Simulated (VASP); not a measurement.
Method: LDA (Ceperley-Alder, Perdew-Zunger), VASP's LDA PAW potentials (set 64) (plane waves; VASP).

VASP input:

**INCAR**
```
EDIFF=1E-6
LWAVE=.FALSE.
LCHARG=.FALSE.
ENCUT=620   # plane-wave cut-off (eV)
ALGO=Normal
LREAL=.FALSE.
NSW=40
NELM=100
EDIFFG=-0.02   # ionic stop
ISMEAR=0
PREC=Accurate
SYSTEM=NaF
LASPH=.TRUE.   # aspherical one-centre terms
SIGMA=0.05
ISIF=3   # ions, shape and volume
IBRION=2
PSTRESS=200
```

**POSCAR**
```
NaF
1
   -0.0000000000     2.1046983475     2.1046983475
    2.1046983475    -0.0000000000     2.1046983475
    2.1046983475     2.1046983475    -0.0000000000
Na F
1 1
Direct
  0.0000000000   0.0000000000   0.0000000000
  0.5000000000   0.5000000000   0.5000000000
```

File KPOINTS:
```
Regular mesh
0
gamma
  11 11 11
0 0 0
```

POTCAR, in this order: Na_pv F (LDA.64 set). Program: vasp_std.

What VASP printed:

OSZICAR:
```
       N       E                     dE             d eps       ncg     rms          rms(c)
DAV:   1     0.120275581025E+03    0.12028E+03   -0.92880E+03  1244   0.188E+03
DAV:   2    -0.400205533784E+01   -0.12428E+03   -0.11671E+03  1279   0.413E+02
DAV:   3    -0.993037600492E+01   -0.59283E+01   -0.59122E+01  1373   0.898E+01
DAV:   4    -0.998415295064E+01   -0.53777E-01   -0.53769E-01  1391   0.893E+00
DAV:   5    -0.998465000291E+01   -0.49705E-03   -0.49705E-03  1373   0.863E-01    0.529E+00
DAV:   6    -0.915042173961E+01    0.83423E+00   -0.31134E+00  1554   0.227E+01    0.162E+00
DAV:   7    -0.912387122732E+01    0.26551E-01   -0.34450E-02  1259   0.264E+00    0.959E-01
DAV:   8    -0.910931901018E+01    0.14552E-01   -0.14486E-02  1440   0.291E+00    0.981E-02
DAV:   9    -0.910938280486E+01   -0.63795E-04   -0.14440E-03  1634   0.568E-01    0.498E-02
DAV:  10    -0.910936137460E+01    0.21430E-04   -0.21315E-04  1325   0.216E-01    0.515E-03
DAV:  11    -0.910936135308E+01    0.21524E-07   -0.51625E-06  1328   0.288E-02
   1 F= -.67817043E+01 E0= -.67817043E+01  d E =-.678170E+01
```

OUTCAR:
```
------------------------ aborting loop because EDIFF is reached ----------------------------------------
  FORCE on cell =-STRESS in cart. coord.  units (eV):
  Direction    XX          YY          ZZ          XY          YZ          ZX
  --------------------------------------------------------------------------------------
  Total        2.3440551      2.3440551      2.3440551      0.0000000      0.0000000      0.0000000
  in kB      201.4089760    201.4089760    201.4089760      0.0000000      0.0000000      0.0000000
  external PRESSURE =       1.4089760 kB  Pullay stress =     200.0000000 kB
  volume of cell :       18.65
      direct lattice vectors                 reciprocal lattice vectors
     0.000000000  2.104698347  2.104698347    -0.237563735  0.237563735  0.237563735
     2.104698347  0.000000000  2.104698347     0.237563735 -0.237563735  0.237563735
     2.104698347  2.104698347  0.000000000     0.237563735  0.237563735 -0.237563735
  FREE ENERGIE OF THE ION-ELECTRON SYSTEM (eV)
  ---------------------------------------------------
  free  energy   TOTEN  =        -9.1093613531 eV

  energy  without entropy=       -9.1093613531  energy(sigma->0) =       -9.10936135
  enthalpy is  TOTEN    =        -6.7817043239 eV   P V=        2.3276570291

 reached required accuracy - stopping structural energy minimisation
```
(Selected blocks of OUTCAR.)

**OUTCAR**
```
 val. band max:       -0.9364488135   @ k =   0.0000   0.0000   0.0000

 cond. band min:       6.8742816463   @ k =   0.0000   0.0000   0.0000


 Fermi energy:        -0.6147750089

 k-point     1 :       0.0000    0.0000    0.0000
  band No.  band energies     occupation
      1     -20.3449      2.00000
      2     -18.9833      2.00000
      3     -18.9833      2.00000
      4     -18.9833      2.00000
      5      -0.9364      2.00000
      6      -0.9364      2.00000
      7      -0.9364      2.00000
      8       6.8743      0.00000
      9      19.5827      0.00000
     10      19.5827      0.00000
     11      19.5827      0.00000

 k-point     2 :       0.0909    0.0000    0.0000
  band No.  band energies     occupation
      1     -20.4411      2.00000
      2     -18.9853      2.00000
      3     -18.9853      2.00000
      4     -18.8634      2.00000
      5      -1.1834      2.00000
      6      -0.9753      2.00000
      7      -0.9753      2.00000
      8       7.2375      0.00000
      9      18.3538      0.00000
     10      19.7836      0.00000
     11      19.7836      0.00000

 k-point     3 :       0.1818    0.0000    0.0000
  band No.  band energies     occupation
      1     -20.6459      2.00000
      2     -18.9906      2.00000
      3     -18.9906      2.00000
      4     -18.5935      2.00000
      5      -1.7773      2.00000
      6      -1.0782      2.00000
      7      -1.0782      2.00000
      8       8.1651      0.00000
      9      16.6540      0.00000
     10      20.3350      0.00000
     11      20.3350      0.00000

 k-point     4 :       0.2727    0.0000    0.0000
  band No.  band energies     occupation
      1     -20.8520      2.00000
      2     -18.9975      2.00000
      3     -18.9975      2.00000
      4     -18.2992      2.00000
      5      -2.4544      2.00000
      6      -1.2105      2.00000
      7      -1.2105      2.00000
      8       9.3432      0.00000
      9      15.3187      0.00000
...
```

The compound is NaF in the rock salt structure. It was relaxed first under an external pressure of 20 GPa.
